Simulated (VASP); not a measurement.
# SrTiC2 (P6/mmm) in VASP: equation of state, part 2 of 2

VASP 6.6.1. Earlier steps stand in the parts before.

## 6. Equation of state, PBE, 20.16 Å³/atom (volume scaled by 1.04)

Input file INCAR:

```
SYSTEM = SrTiC2
PREC     = Accurate       ! precision mode
ENCUT    = 520            ! plane-wave cutoff, eV
EDIFF    = 1E-7           ! SCF threshold, eV
ISMEAR   = -1             ! smearing method
SIGMA    = 0.05           ! smearing width, eV
LREAL    = .FALSE.        ! projectors in reciprocal space
LASPH    = .TRUE.         ! aspherical terms in the spheres
NELM     = 100            ! most SCF steps
ALGO     = Normal         ! electronic algorithm
ISIF     = 2              ! what is computed and relaxed
LWAVE    = .FALSE.        ! write WAVECAR
LCHARG   = .FALSE.        ! write CHGCAR
GGA      = PE             ! functional
NBANDS   = 23             ! bands
```

Input file KPOINTS:

```
regular mesh
0
G
  8 8 4
  0 0 0
```

Input file POSCAR:

```
SrTiC2
1.0
    3.8246463546      0.0000000000      0.0000000000
   -1.9123181115      3.3122409862      0.0000000000
    0.0000000000      0.0000000000      6.3667139568
Sr Ti C
1 1 2
Direct
    0.0000000000      0.0000000000      0.5000000000
    0.0000000000      0.0000000000      0.0000000000
    0.3333300000      0.6666700000      0.0000000000
    0.6666700000      0.3333300000      0.0000000000
```

Potentials or basis: VASP PAW PBE potentials, release 64 (Sr_sv, Ti_sv, C).

Started as:

```
$ cat potpaw_PBE.64/Sr_sv/POTCAR potpaw_PBE.64/Ti_sv/POTCAR potpaw_PBE.64/C/POTCAR > POTCAR
$ mpirun -np 1 vasp_std > vasp.out
```

OUTCAR:

```text
SYSTEM = SrTiC2
   PREC = Accurate
   ENCUT = 520
   EDIFF = 1E-7
   ISMEAR = -1
   LREAL = .FALSE.
   LASPH = .TRUE.
   NELM = 100
   ISIF = 2
   GGA = PE

 Found     63 irreducible k-points:

 Following reciprocal coordinates:
            Coordinates               Weight
  0.000000  0.000000  0.000000      1.000000
  0.125000  0.000000  0.000000      4.000000
 -0.125000  0.125000  0.000000      2.000000
  0.250000  0.000000  0.000000      4.000000
 -0.250000  0.250000  0.000000      2.000000
  0.375000  0.000000  0.000000      4.000000
   k-points           NKPTS =     63   k-points in BZ     NKDIM =     63   number of bands    NBANDS=     23
   number of dos      NEDOS =    301   number of ions     NIONS =      4
   total plane-waves  NPLWV =  37632
   dimension x,y,z NGX =    28 NGY =   28 NGZ =   48
   dimension x,y,z NGXF=    56 NGYF=   56 NGZF=   96
   ions per type =               1   1   2
   NGX,Y,Z   is equivalent  to a cutoff of  12.17, 12.17, 12.53 a.u.
   NGXF,Y,Z  is equivalent  to a cutoff of  24.34, 24.34, 25.07 a.u.
 SYSTEM =  SrTiC2
   PREC   = accura    normal or accurate (medium, high low for compatibility)
   ISTART =      0    job   : 0-new  1-cont  2-samecut
   ICHARG =      2    charge: 1-file 2-atom 10-const
   ISPIN  =      1    spin polarized calculation?
   LNONCOLLINEAR =      F non collinear calculations
   LSORBIT =      F    spin-orbit coupling
   LASPH  =      T    aspherical Exc in radial PAW
   ENCUT  =  520.0 eV  38.22 Ry    6.18 a.u.   7.11  7.11 11.84*2*pi/ulx,y,z
   NELM   =    100;   NELMIN=  2; NELMDL= -5     # of ELM steps
   EDIFF  = 0.1E-06   stopping-criterion for ELM
   LREAL  =      F    real-space projection
   EDIFFG = 0.1E-05   stopping-criterion for IOM
   NSW    =      0    number of steps for IOM
   IBRION =     -1    ionic relax: 0-MD 1-quasi-New 2-CG
   NFREE  =      0    steps in history (QN), initial steepest desc. (CG)
   ISIF   =      2    stress and relaxation
   ISYM   =      2    0-nonsym 1-usesym 2-fastsym
   POTIM  = 0.5000    time-step for ionic-motion
   TEBEG  =    0.0;   TEEND  =   0.0 temperature during run
   PSTRESS=    0.0 pullay stress
   NELECT =      30.0000    total number of electrons
   NUPDOWN=      -1.0000    fix difference up-down
   EMIN   =  10.00;   EMAX   =-10.00  energy-range for DOS
   EFERMI =   0.00;   METHOD = LEGACY
   ISMEAR =    -1;   SIGMA  =   0.05  broadening in eV -4-tet -1-fermi 0-gaus
   EFERMI_NEDOS =   21; number of points for ismear=-14 and -15
   IALGO  =     38    algorithm
   IMIX   =      4    mixing-type and parameters
     AMIX     =   0.40;   BMIX     =  1.00
     AMIX_MAG =   1.60;   BMIX_MAG =  1.00
  volume/ion in A,a.u.               =      20.16       136.07
  Fermi-wavevector in a.u.,A,eV,Ry     =   1.177350  2.224870 18.859769  1.386154
  Thomas-Fermi vector in A             =   2.313698
   LORBIT       =      0    0 simple, 1 ext, 2 COOP (PROOUT), +10 PAW based schemes
   GGA     = PE    functional components
   LHFCALC =     F    Hartree Fock is set to
   AEXX    =    0.0000 exact exchange contribution
   IVDW    =     0    specifies the selected vdW correction
   LEPSILON=     F    determine dielectric tensor
   LRPA    =     F    only Hartree local field effects (RPA)
 non-spin polarized calculation
  energy-cutoff  :      520.00
  volume of cell :       80.65
 maximum number of plane-waves:      2200
   NGX = 15   NGY = 15   NGZ = 23

 number of electron      29.9999995 magnetization

 Free energy of the ion-electron system (eV)
  ---------------------------------------------------
  ext. energy  EPLUGINS =         0.00000000
  ---------------------------------------------------
  free energy    TOTEN  =       -21.60041981 eV

  energy without entropy =      -21.55684282  energy(sigma->0) =      -21.57863132

 E-fermi :   4.0464     XC(G=0):  -9.3820

 val. band max:        4.0462322628   @ k =  -0.1250   0.2500   0.0000
 cond. band min:       4.0879844108   @ k =  -0.1250   0.3750   0.5000
 fundamental gap:      0.0417521480
 Fermi energy:         4.0463888059

 k-point     1 :       0.0000    0.0000    0.0000
  band No.  band energies     occupation
      1     -52.6054      2.00000
      2     -32.5044      2.00000
      3     -29.1115      2.00000
      4     -28.7871      2.00000
      5     -28.7871      2.00000
      6     -14.5013      2.00000
[... 15 lines left out ...]
     22       6.7464      0.00000
     23       9.0986      0.00000
[... 107 lines left out ...]
      1     -52.6027      2.00000
      2     -32.4703      2.00000
      3     -29.1071      2.00000
      4     -28.8417      2.00000
      5     -28.8015      2.00000
      6     -14.7019      2.00000
[... 15 lines left out ...]
     22       7.2744      0.00000
     23       8.5756      0.00000

 [... further k-points ...]

------------------------ aborting loop because EDIFF is reached ----------------------------------------

  FORCE on cell =-STRESS in cart. coord.  units (eV):
  Direction    XX          YY          ZZ          XY          YZ          ZX
  --------------------------------------------------------------------------------------
  -------------------------------------------------------------------------------------
  Total       -1.8504301     -1.8509128     -0.7084402     -0.0004207      0.0000000      0.0000000
  in kB      -36.7582415    -36.7678285    -14.0729526     -0.0083572      0.0000000      0.0000000
  external PRESSURE =     -29.1996742 kB  Pullay stress =       0.0000000 kB

 VOLUME and BASIS-vectors are now :
 -----------------------------------------------------------------------------
  energy-cutoff  :      520.00
  volume of cell :       80.65
      direct lattice vectors                 reciprocal lattice vectors
     3.824646355  0.000000000  0.000000000     0.261462082  0.150954800  0.000000000
    -1.912318112  3.312240986  0.000000000     0.000000000  0.301910400  0.000000000
     0.000000000  0.000000000  6.366713957     0.000000000  0.000000000  0.157066896

 POSITION                                       TOTAL-FORCE (eV/Angst)
 -----------------------------------------------------------------------------------
      0.00000      0.00000      3.18336         0.000000      0.000000      0.000000
      0.00000      0.00000      0.00000         0.000000      0.000000      0.000000
     -0.00002      2.20817      0.00000        -0.000218      0.000126      0.000000
      1.91234      1.10407      0.00000         0.000218     -0.000126      0.000000
 -----------------------------------------------------------------------------------
    total drift:                               -0.000000      0.000000      0.000000

  FREE ENERGIE OF THE ION-ELECTRON SYSTEM (eV)
  ---------------------------------------------------
  free  energy   TOTEN  =       -21.6004198112 eV

  energy  without entropy=      -21.5568428205  energy(sigma->0) =      -21.57863132
```

stdout:

```text
POSCAR found type information on POSCAR SrTiC
 POSCAR found :  3 types and       4 ions
 scaLAPACK will be used
 LDA part: xc-table for (Slater+PW92), standard interpolation
 POSCAR, INCAR and KPOINTS ok, starting setup
 FFT: planning ... GRIDC
 FFT: planning ... GRID_SOFT
 FFT: planning ... GRID
 WAVECAR not read
 entering main loop
```

It took 62 s on 1 thread of Intel Xeon 6975P-C (Granite Rapids), shared host; peak memory 0.26 GiB.

What came out:

- Free energy: -21.6004 eV
- Pressure: -2.9 GPa
- Band gap on the k mesh: none (metal or under the smearing width)

## 7. Equation of state, PBE, 20.55 Å³/atom (volume scaled by 1.06)

Input file INCAR:

```
PREC = Accurate
ENCUT = 520
EDIFF = 1E-7
ISMEAR = -1
SIGMA = 0.05
LREAL = False
LASPH = True
NELM = 100
ALGO = Normal
ISIF = 2
LWAVE = False
LCHARG = False
GGA = PE
NBANDS = 23
```

Input file KPOINTS:

```
regular mesh
0
Gamma
  8 8 4
```

Input file POSCAR:

```
SrTiC2
1.0
    3.8490078163      0.0000000000      0.0000000000
   -1.9244988101      3.3333386313      0.0000000000
    0.0000000000      0.0000000000      6.4072673684
Sr Ti C
1 1 2
Direct
    0.0000000000      0.0000000000      0.5000000000
    0.0000000000      0.0000000000      0.0000000000
    0.3333300000      0.6666700000      0.0000000000
    0.6666700000      0.3333300000      0.0000000000
```

Started as:

```
$ cat potpaw_PBE.64/Sr_sv/POTCAR potpaw_PBE.64/Ti_sv/POTCAR potpaw_PBE.64/C/POTCAR > POTCAR
$ mpirun -np 1 vasp_std > vasp.out
```

Wall time 77 s (1 thread of Intel Xeon 6975P-C (Granite Rapids), shared host); peak memory 0.27 GiB.

The run converged. Its results:

| Quantity | Value |
| --- | --- |
| Free energy | -21.5675 eV |
| Pressure | -3.9 GPa |
| Band gap on the k mesh | none (metal or under the smearing width) |

## 8. Equation of state, PBE

Potentials or basis: VASP PAW PBE potentials, release 64 (Sr_sv, Ti_sv, C).

No new run: the results of the series are fitted here.

What came out:

| Quantity | Value |
| --- | --- |
| Equilibrium volume | 19.23 Å³/atom |
| Bulk modulus at fixed shape and positions | 67 GPa |
| Pressure derivative of the bulk modulus | 4.1 |

Energy against volume, from the lowest point:
```
volume (Å³/atom)  energy (meV/atom)
          18.225              11.84
          18.613               4.16
          19.000               0.33
          19.388               0.00
          19.776               2.81
          20.164               8.46
          20.551              16.68
```

Caveat: the cell was scaled at fixed shape and fractional positions, which overstates the stiffness of a crystal with free parameters, most of all of layers and chains.
